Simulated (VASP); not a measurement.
# GaN: the relaxed cell at several levels, part 2 of 3

How close do the usual functionals, with and without dispersion, come to the cell of GaN? LASPH is on for some levels and off for others; the table marks which. The start is a cell from a database of measured crystal structures.

VASP 6.6.1, plane waves and PAW; the level of theory is named at each step.

So far. Step 2 (Relaxation with LDA): It ends with a largest force of 0.010 eV/Å and a pressure of 0.04 GPa. The volume lies -2.0 % from that of the database's start, which holds the thermal and zero-point expansion of its experiment. The conventional cell has a = 3.154 and c = 5.144 Å.

The database entry behind the starting cell differs from later determinations by our own check (about 0.3 % short, ideal inner coordinate), so it need not match the best structure at ambient conditions.

## (3) Relaxation with PBE

This step: PBE; plane waves and PAW (Ga_d, N) (VASP 6.6.1).

PBE, the usual starting point, adds the gradient of the density.

Contents of INCAR:

```
SYSTEM = GaN
PREC = Accurate
ENCUT = 560
EDIFF = 1E-06
NELM = 100
ISMEAR = -1
SIGMA = 0.05
LREAL = .FALSE.
ALGO = Normal
GGA = PE
NBANDS = 24
LORBIT = 11
LWAVE = .FALSE.
LCHARG = .FALSE.
KPAR = 4
IBRION = 2
NSW = 60
ISIF = 3
EDIFFG = -0.01
```

Contents of POSCAR:

```
GaN
1.0
    3.1800000000      0.0000000000      0.0000000000
   -1.5900000000      2.7539607840      0.0000000000
    0.0000000000      0.0000000000      5.1660000000
Ga N
2 2
Direct
    0.3333333333      0.6666666667      0.0000000000
    0.6666666667      0.3333333333      0.5000000000
    0.3333333333      0.6666666667      0.3750000000
    0.6666666667      0.3333333333      0.8750000000
```

Contents of KPOINTS:

```
Automatic mesh
0
Gamma
8 8 5
0 0 0
```

PAW data sets: Ga_d and N (PBE family, release 64).

Launch:

```
$ mpirun -np 4 vasp_std
```

Log:

```text
[banner, memory and clock lines left out]
running    4 mpi-ranks, on    1 nodes
 distrk:  each k-point on    1 cores,    4 groups
 distr:  one band on    1 cores,    1 groups

 POSCAR found type information on POSCAR GaN
 POSCAR found :  2 types and       4 ions
 LDA part: xc-table for (Slater+PW92), standard interpolation
 POSCAR, INCAR and KPOINTS ok, starting setup
 FFT: planning ... GRIDC
 FFT: planning ... GRID_SOFT
 FFT: planning ... GRID
 WAVECAR not read
 entering main loop
       N       E                     dE             d eps       ncg     rms          rms(c)
DAV:   1     0.279887377112E+03    0.27989E+03   -0.19117E+04  1560   0.294E+03
DAV:   2     0.541385129558E+01   -0.27447E+03   -0.26235E+03  1592   0.530E+02
DAV:   3    -0.272848257483E+02   -0.32699E+02   -0.32427E+02  1728   0.147E+02
DAV:   4    -0.283181099986E+02   -0.10333E+01   -0.10312E+01  1792   0.293E+01
DAV:   5    -0.283359655030E+02   -0.17856E-01   -0.17851E-01  1760   0.341E+00    0.110E+01
DAV:   6    -0.241754538037E+02    0.41605E+01   -0.12589E+01  2464   0.537E+01    0.303E+00
DAV:   7    -0.242978075787E+02   -0.12235E+00   -0.16809E+00  1568   0.104E+01    0.272E+00
DAV:   8    -0.242945803410E+02    0.32272E-02   -0.19092E-01  2184   0.683E+00    0.770E-01
DAV:   9    -0.242771039987E+02    0.17476E-01   -0.78163E-02  2496   0.480E+00    0.330E-01
DAV:  10    -0.242779187374E+02   -0.81474E-03   -0.45294E-03  1648   0.662E-01    0.132E-01
DAV:  11    -0.242778333883E+02    0.85349E-04   -0.11828E-03  2120   0.608E-01    0.278E-02
DAV:  12    -0.242778459114E+02   -0.12523E-04   -0.12664E-04  1568   0.835E-02    0.172E-02
DAV:  13    -0.242778460946E+02   -0.18319E-06   -0.28868E-05  1864   0.884E-02    0.122E-02
DAV:  14    -0.242778463544E+02   -0.25979E-06   -0.52754E-06  1728   0.234E-02
   1 F= -.24277846E+02 E0= -.24277846E+02  d E =-.242778E+02
 curvature:   0.00 expect dE= 0.000E+00 dE for cont linesearch  0.000E+00
 trial: gam= 0.00000 g(F)=  0.350E-02 g(S)=  0.154E+00 ort = 0.000E+00 (trialstep = 0.100E+01)
 search vector abs. value=  0.158E+00
 bond charge predicted
       N       E                     dE             d eps       ncg     rms          rms(c)
DAV:   1    -0.257008662205E+02   -0.14230E+01   -0.23224E+01  1736   0.108E+02    0.726E+00
DAV:   2    -0.246497601079E+02    0.10511E+01   -0.25888E+00  1904   0.332E+01    0.362E+00
DAV:   3    -0.243149733896E+02    0.33479E+00   -0.79271E-01  2120   0.204E+01    0.715E-01
DAV:   4    -0.243098655692E+02    0.51078E-02   -0.15158E-01  1456   0.308E+00    0.564E-01
DAV:   5    -0.242970490362E+02    0.12817E-01   -0.11395E-02  2192   0.975E-01    0.339E-01
DAV:   6    -0.242899812532E+02    0.70678E-02   -0.74766E-03  1968   0.125E+00    0.423E-02
DAV:   7    -0.242899691677E+02    0.12086E-04   -0.39319E-04  1720   0.219E-01    0.155E-02
DAV:   8    -0.242899724834E+02   -0.33158E-05   -0.43495E-05  1824   0.974E-02    0.883E-03
DAV:   9    -0.242899728510E+02   -0.36754E-06   -0.46749E-06  1560   0.454E-02
   2 F= -.24289973E+02 E0= -.24289973E+02  d E =-.121265E-01
[...]
3 F= -.24318748E+02 E0= -.24318748E+02  d E =-.409018E-01
[...]
4 F= -.24318735E+02 E0= -.24318735E+02  d E =-.408891E-01
 curvature:  -0.26 expect dE=-0.262E-04 dE for cont linesearch -0.156E-04
 ZBRENT: accuracy reached
 trial: gam=-0.01881 g(F)=  0.305E-04 g(S)=  0.696E-04 ort = 0.307E-02 (trialstep = 0.905E+00)
 search vector abs. value=  0.406E-04
 bond charge predicted
       N       E                     dE             d eps       ncg     rms          rms(c)
DAV:   1    -0.243188096156E+02   -0.73438E-04   -0.38799E-03  1496   0.472E-01    0.454E-02
DAV:   2    -0.243187812056E+02    0.28410E-04   -0.13020E-04  1968   0.158E-01    0.267E-02
DAV:   3    -0.243187620963E+02    0.19109E-04   -0.26812E-05  2000   0.743E-02    0.242E-03
DAV:   4    -0.243187627893E+02   -0.69297E-06   -0.77278E-06  1504   0.259E-02
   5 F= -.24318763E+02 E0= -.24318763E+02  d E =-.273255E-04
 trial-energy change:   -0.000027  1 .order   -0.000026   -0.000038   -0.000015
 step:   1.4558(harm=  1.4558)  dis= 0.00071  next Energy=   -24.318766 (dE=-0.309E-04)
 reached required accuracy - stopping structural energy minimisation
```

Elapsed: 21 s, on 4 MPI ranks of AMD EPYC 9R45, shared host; peak memory 0.7 GiB.

OUTCAR, selected parts (step 3):

```text
 Found     30 irreducible k-points:

   NELECT =      36.0000    total number of electrons

 E-fermi :   5.8994

 k-point     1 :       0.0000    0.0000    0.0000
  band No.  band energies     occupation
    ...
     14       4.0182      2.00000
     15       4.0182      2.00000
     16       4.9725      2.00000
     17       5.0139      2.00000
     18       5.0139      2.00000
     19       6.7277      0.00000
     20       9.0815      0.00000
     21      14.0307      0.00000
     22      14.7393      0.00000
     23      14.7393      0.00000
    ...

 k-point     2 :       0.1250    0.0000    0.0000
  band No.  band energies     occupation
    ...
     14       2.9794      2.00000
     15       3.7211      2.00000
     16       3.8374      2.00000
     17       4.8227      2.00000
     18       4.8795      2.00000
     19       7.7983      0.00000
     20       9.9360      0.00000
     21      13.5015      0.00000
     22      13.9948      0.00000
     23      15.1004      0.00000
    ...

  Total        0.0285617      0.0285617      0.0283478      0.0000000     -0.0000000      0.0000000
  in kB        0.9733271      0.9733271      0.9660371      0.0000000     -0.0000000      0.0000000
  external PRESSURE =       0.9708971 kB  Pullay stress =       0.0000000 kB

  energy-cutoff  :      560.00
  volume of cell :       47.01
      direct lattice vectors                 reciprocal lattice vectors
     3.217513813  0.000000000  0.000000000     0.310798976  0.179439873  0.000000000
    -1.608756907  2.786448699  0.000000000    -0.000000000  0.358879745  0.000000000
    -0.000000000 -0.000000000  5.244023439    -0.000000000 -0.000000000  0.190693274

 POSITION                                       TOTAL-FORCE (eV/Angst)
 -----------------------------------------------------------------------------------
     -0.00000      1.85763      5.24005         0.000000      0.000000     -0.007589
      1.60876      0.92882      2.61804         0.000000      0.000000     -0.007589
     -0.00000      1.85763      1.97048        -0.000000     -0.000000      0.007589
      1.60876      0.92882      4.59250        -0.000000     -0.000000      0.007589
 -----------------------------------------------------------------------------------
    total drift:                                0.000000      0.000000     -0.000004

  FREE ENERGIE OF THE ION-ELECTRON SYSTEM (eV)
  ---------------------------------------------------
  free  energy   TOTEN  =       -24.3187627893 eV

  energy  without entropy=      -24.3187627885  energy(sigma->0) =      -24.31876279

 total charge
# of ion       s       p       d       tot
------------------------------------------
    1        0.783   0.864  10.162  11.809
    2        0.783   0.864  10.162  11.809
    3        1.224   2.499   0.000   3.723
    4        1.224   2.499   0.000   3.723
--------------------------------------------------
tot          4.014   6.725  20.325  31.064

[... 9 parts as in an earlier step ...]

[... 5 further parts left out ...]
```

CONTCAR:

```
GaN
   1.00000000000000
     3.2175138134244072    0.0000000000000000    0.0000000000000000
    -1.6087569067122036    2.7864486994171442    0.0000000000000000
    -0.0000000000000000   -0.0000000000000000    5.2440234389033611
  Ga              N
     2     2
Direct
     0.3333333332999970    0.6666666667000030    0.9992418721384116
     0.6666666667000030    0.3333333332999970    0.4992418721384117
     0.3333333332999970    0.6666666667000030    0.3757581278615883
     0.6666666667000030    0.3333333332999970    0.8757581278615884
```

Relaxation path:

| step | energy less that of the first step (eV) | largest force (eV/Å) | pressure (GPa) | volume (Å³) |
| --- | --- | --- | --- | --- |
| 1 | 0.0000 | 0.1347 | 7.24 | 45.24 |
| 2 | -0.0121 | 0.0629 | -5.26 | 48.67 |
| 3 | -0.0409 | 0.0102 | -0.15 | 47.05 |
| 4 | -0.0409 | 0.0126 | 0.14 | 47.01 |
| 5 | -0.0409 | 0.0076 | 0.10 | 47.01 |

| conventional cell, symmetrised | before | after | change |
| --- | --- | --- | --- |
| a (Å) | 3.180 | 3.218 | +1.2 % |
| b (Å) | 3.180 | 3.218 | +1.2 % |
| c (Å) | 5.166 | 5.244 | +1.5 % |
| volume (Å³/atom) | 11.31 | 11.75 | +3.9 % |

Final coordinates:

```xyz
4
Lattice="3.2175 0.0000 0.0000 -1.6088 2.7864 0.0000 0.0000 0.0000 5.2440" Properties=species:S:1:pos:R:3 pbc="T T T"
Ga    0.0000    1.8576   -0.0040
Ga    1.6088    0.9288    2.6180
N     0.0000    1.8576    1.9705
N     1.6088    0.9288    4.5925
```

This step gave:

```yaml
free_energy_toten: -24.32 eV
fermi_energy: 5.899 eV
pressure: 0.09709 GPa
scf_cycles_over_all_ionic_steps: 41
gap_on_the_k_mesh: 1.714 eV
least_direct_gap_on_the_k_mesh: 1.714 eV
```

It ends at 11.75 Å³/atom, +3.9 % from the start, with 0.10 GPa left. The conventional cell has a = 3.218 and c = 5.244 Å.

## (4) Relaxation with r2SCAN

This step: r2SCAN; plane waves and PAW (Ga_d, N) (VASP 6.6.1).

r2SCAN adds the kinetic-energy density, costs more than a GGA and is run with LASPH.

Changes to INCAR since step 3:

```diff
@@ -9,3 +9,4 @@
 ALGO = Normal
-GGA = PE
+METAGGA = R2SCAN
+LASPH = .TRUE.
 NBANDS = 24
```

POSCAR is that of step 3.

KPOINTS is that of step 3.

Launch:

```
$ mpirun -np 4 vasp_std
```

Log:

```text
[banner, memory and clock lines left out]
running    4 mpi-ranks, on    1 nodes
[...]
[... a notice as in an earlier step ...]

 LDA part: xc-table for (None), standard interpolation
 POSCAR, INCAR and KPOINTS ok, starting setup
[...]
entering main loop
       N       E                     dE             d eps       ncg     rms          rms(c)
DAV:   1     0.261151527344E+03    0.26115E+03   -0.19618E+04  1552   0.302E+03
DAV:   2    -0.192505680245E+02   -0.28040E+03   -0.26829E+03  1576   0.544E+02
DAV:   3    -0.526063703335E+02   -0.33356E+02   -0.33091E+02  1736   0.150E+02
DAV:   4    -0.536568730228E+02   -0.10505E+01   -0.10486E+01  1800   0.300E+01
[...]
DAV:  12    -0.438173863871E+02   -0.11212E-04   -0.21071E-05  2168   0.678E-02    0.143E-02
DAV:  13    -0.438173841937E+02    0.21934E-05   -0.38042E-06  1768   0.506E-02    0.593E-03
DAV:  14    -0.438173838568E+02    0.33697E-06   -0.29770E-06  1608   0.153E-02
   1 F= -.43817384E+02 E0= -.43817384E+02  d E =-.438174E+02
[... from here on, the cycles between the ionic steps are left out ...]
   2 F= -.43816957E+02 E0= -.43816957E+02  d E =0.426910E-03
   3 F= -.43822257E+02 E0= -.43822257E+02  d E =-.487310E-02
   4 F= -.43822254E+02 E0= -.43822254E+02  d E =-.486990E-02
   5 F= -.43822282E+02 E0= -.43822282E+02  d E =-.285139E-04
   6 F= -.43822282E+02 E0= -.43822282E+02  d E =-.281238E-04
[...]
reached required accuracy - stopping structural energy minimisation
```

Wall time 1.7 min (4 MPI ranks); peak memory 0.74 GiB; 6.6 min of CPU time.

Parts of OUTCAR (step 4):

```text
  Total        0.0211196      0.0211196     -0.0220058      0.0000000     -0.0000000      0.0000000
  in kB        0.7397942      0.7397942     -0.7708365      0.0000000     -0.0000000      0.0000000
  external PRESSURE =       0.2362506 kB  Pullay stress =       0.0000000 kB

 POSITION                                       TOTAL-FORCE (eV/Angst)
 -----------------------------------------------------------------------------------
     -0.00000      1.84069      5.19214        -0.000000      0.000000     -0.001325
      1.59409      0.92035      2.59414        -0.000000     -0.000000     -0.001325
     -0.00000      1.84069      1.95238         0.000000     -0.000000      0.001325
      1.59409      0.92035      4.55038         0.000000      0.000000      0.001325
 -----------------------------------------------------------------------------------
    total drift:                                0.000001      0.000001      0.048323

  FREE ENERGIE OF THE ION-ELECTRON SYSTEM (eV)
  ---------------------------------------------------
  free  energy   TOTEN  =       -43.8222818830 eV

  energy  without entropy=      -43.8222818829  energy(sigma->0) =      -43.82228188

[... 2 parts as in an earlier step ...]

[... 2 further parts left out ...]
[key lines of the parts left out:]
E-fermi :   6.0835
```

The PAW data sets were made with PBE, which is usual practice but a small mismatch for other functionals.

Step by step:

| step | energy less that of the first step (eV) | largest force (eV/Å) | pressure (GPa) | volume (Å³) |
| --- | --- | --- | --- | --- |
| 1 | 0.0000 | 0.1348 | 2.26 | 45.24 |
| 2 | 0.0004 | 0.0921 | -2.24 | 46.29 |
| 3 | -0.0049 | 0.0161 | 0.00 | 45.74 |
| 4 | -0.0049 | 0.0134 | -0.06 | 45.75 |
| 5 | -0.0049 | 0.0003 | 0.10 | 45.74 |
| 6 | -0.0049 | 0.0013 | 0.02 | 45.74 |

| conventional cell, symmetrised | before | after | change |
| --- | --- | --- | --- |
| a (Å) | 3.180 | 3.188 | +0.3 % |
| b (Å) | 3.180 | 3.188 | +0.3 % |
| c (Å) | 5.166 | 5.196 | +0.6 % |
| volume (Å³/atom) | 11.31 | 11.43 | +1.1 % |

The relaxed structure:

```cif
data_structure
_symmetry_space_group_name_H-M 'P 1'
_symmetry_Int_Tables_number 1
_cell_length_a 3.1882
_cell_length_b 3.1882
_cell_length_c 5.1960
_cell_angle_alpha 90.000
_cell_angle_beta 90.000
_cell_angle_gamma 120.000
_cell_volume 45.74
loop_
_atom_site_label
_atom_site_type_symbol
_atom_site_fract_x
_atom_site_fract_y
_atom_site_fract_z
_atom_site_occupancy
Ga1 Ga 0.33333 0.66667 0.99925 1
Ga2 Ga 0.66667 0.33333 0.49925 1
N3 N 0.33333 0.66667 0.37575 1
N4 N 0.66667 0.33333 0.87575 1
```

It ends at 11.43 Å³/atom, +1.1 % from the start, with 0.02 GPa left. The conventional cell has a = 3.188 and c = 5.196 Å.

## (5) Relaxation with PBE + D3(BJ)

This step: PBE with D3(BJ); plane waves and PAW (Ga_d, N) (VASP 6.6.1).

A dispersion term adds the long-range attraction that semilocal functionals lack. D3 with Becke-Johnson damping keeps a finite attraction at short range.

Changes to INCAR since step 4:

```diff
@@ -9,4 +9,4 @@
 ALGO = Normal
-METAGGA = R2SCAN
-LASPH = .TRUE.
+GGA = PE
+IVDW = 12
 NBANDS = 24
```

POSCAR is that of step 4.

KPOINTS is that of step 4.

Launch:

```
$ mpirun -np 4 vasp_std
```

Log:

```text
[... set-up lines as in an earlier step ...]
 entering main loop
       N       E                     dE             d eps       ncg     rms          rms(c)
[... 14 cycles as in an earlier step ...]
   1 F= -.25304780E+02 E0= -.25304780E+02  d E =-.253048E+02
[...]
N       E                     dE             d eps       ncg     rms          rms(c)
DAV:   1    -0.246482979813E+02   -0.37045E+00   -0.59691E+00  1840   0.510E+01    0.361E+00
DAV:   2    -0.243991743522E+02    0.24912E+00   -0.73304E-01  1856   0.189E+01    0.175E+00
DAV:   3    -0.243218338152E+02    0.77341E-01   -0.16184E-01  2232   0.933E+00    0.339E-01
DAV:   4    -0.243199509634E+02    0.18829E-02   -0.43197E-02  1512   0.169E+00    0.292E-01
DAV:   5    -0.243181437647E+02    0.18072E-02   -0.16073E-03  2224   0.393E-01    0.181E-01
DAV:   6    -0.243171801513E+02    0.96361E-03   -0.10926E-03  1760   0.563E-01    0.204E-02
DAV:   7    -0.243171755108E+02    0.46405E-05   -0.92287E-05  2120   0.144E-01    0.115E-02
DAV:   8    -0.243171765860E+02   -0.10752E-05   -0.15379E-05  2392   0.364E-02    0.314E-03
DAV:   9    -0.243171761908E+02    0.39527E-06   -0.17904E-06  1168   0.204E-02
   2 F= -.25307330E+02 E0= -.25307330E+02  d E =-.254982E-02
 trial-energy change:   -0.002550  1 .order   -0.003485   -0.041095    0.034126
 step:   0.5277(harm=  0.5463)  dis= 0.00341  next Energy=   -25.315486 (dE=-0.107E-01)
[...]
N       E                     dE             d eps       ncg     rms          rms(c)
DAV:   1    -0.243841421063E+02   -0.66966E-01   -0.12862E+00  1920   0.226E+01    0.174E+00
DAV:   2    -0.243258957473E+02    0.58246E-01   -0.16536E-01  1864   0.919E+00    0.816E-01
DAV:   3    -0.243093690022E+02    0.16527E-01   -0.32770E-02  2272   0.394E+00    0.176E-01
DAV:   4    -0.243087504308E+02    0.61857E-03   -0.76823E-03  1520   0.720E-01    0.118E-01
DAV:   5    -0.243081768937E+02    0.57354E-03   -0.49870E-04  2184   0.220E-01    0.439E-02
DAV:   6    -0.243081042852E+02    0.72608E-04   -0.12513E-04  1672   0.160E-01    0.185E-02
DAV:   7    -0.243081037069E+02    0.57831E-06   -0.58606E-06  1896   0.281E-02
   3 F= -.25315405E+02 E0= -.25315405E+02  d E =-.106246E-01
[...]
reached required accuracy - stopping structural energy minimisation
```

It took 15 s on 4 MPI ranks; peak memory 0.74 GiB.

OUTCAR, selected parts (step 5):

```text
 Edisp (eV)   -0.99015

 Edisp (eV)   -1.00730

  Total       0.03924     0.03924    -0.00011     0.00000     0.00000    -0.00000
  in kB       1.36390     1.36390    -0.00382     0.00000     0.00000    -0.00000
  external pressure =        0.91 kB  Pullay stress =        0.00 kB

 POSITION                                       TOTAL-FORCE (eV/Angst)
 -----------------------------------------------------------------------------------
     -0.00000      1.84494      5.20834         0.000000     -0.000000     -0.007310
      1.59777      0.92247      2.60242         0.000000     -0.000000     -0.007310
     -0.00000      1.84494      1.95792        -0.000000     -0.000000      0.007310
      1.59777      0.92247      4.56384        -0.000000      0.000000      0.007310
 -----------------------------------------------------------------------------------
    total drift:                               -0.000000      0.000000     -0.000664

  FREE ENERGIE OF THE ION-ELECTRON SYSTEM (eV)
  ---------------------------------------------------
  free  energy   TOTEN  =       -25.3154047156 eV

  energy  without entropy=      -25.3154047154  energy(sigma->0) =      -25.31540472

[... 2 parts as in an earlier step ...]

[... 2 further parts left out ...]
[key lines of the parts left out:]
E-fermi :   6.1814
```

Relaxation path:

| step | energy less that of the first step (eV) | largest force (eV/Å) | pressure (GPa) | volume (Å³) |
| --- | --- | --- | --- | --- |
| 1 | 0.0000 | 0.1339 | 3.46 | 45.24 |
| 2 | -0.0025 | 0.0839 | -2.82 | 46.86 |
| 3 | -0.0106 | 0.0073 | 0.09 | 46.09 |

| conventional cell, symmetrised | before | after | change |
| --- | --- | --- | --- |
| a (Å) | 3.180 | 3.196 | +0.5 % |
| b (Å) | 3.180 | 3.196 | +0.5 % |
| c (Å) | 5.166 | 5.212 | +0.9 % |
| volume (Å³/atom) | 11.31 | 11.52 | +1.9 % |

Final coordinates:

```cif
data_structure
_symmetry_space_group_name_H-M 'P 1'
_symmetry_Int_Tables_number 1
_cell_length_a 3.1955
_cell_length_b 3.1955
_cell_length_c 5.2118
_cell_angle_alpha 90.000
_cell_angle_beta 90.000
_cell_angle_gamma 120.000
_cell_volume 46.09
loop_
_atom_site_label
_atom_site_type_symbol
_atom_site_fract_x
_atom_site_fract_y
_atom_site_fract_z
_atom_site_occupancy
Ga1 Ga 0.33333 0.66667 0.99933 1
Ga2 Ga 0.66667 0.33333 0.49933 1
N3 N 0.33333 0.66667 0.37567 1
N4 N 0.66667 0.33333 0.87567 1
```

It ends at 11.52 Å³/atom, +1.9 % from the start, with 0.09 GPa left. The conventional cell has a = 3.196 and c = 5.212 Å. Against plain PBE, the dispersion term moves a by -0.7 % and c by -0.6 %.

(Continued in part 3 of 3.)

[Lines on the potential files, build, host, timing and source positions are cut from VASP's logs without a mark.]

[Logs are printed without paths, hosts, clocks, repeated set-up lines and the standing remarks that a program may print on its own settings, such as how far it seeks lower states.]

[Hosts, paths, dates, database ids (printed as entryN), source tags and the programs' standing remarks are cut or masked in the printed files.]

[A measured line is paired with the nearest computed mode of its activity, which favours agreement.]
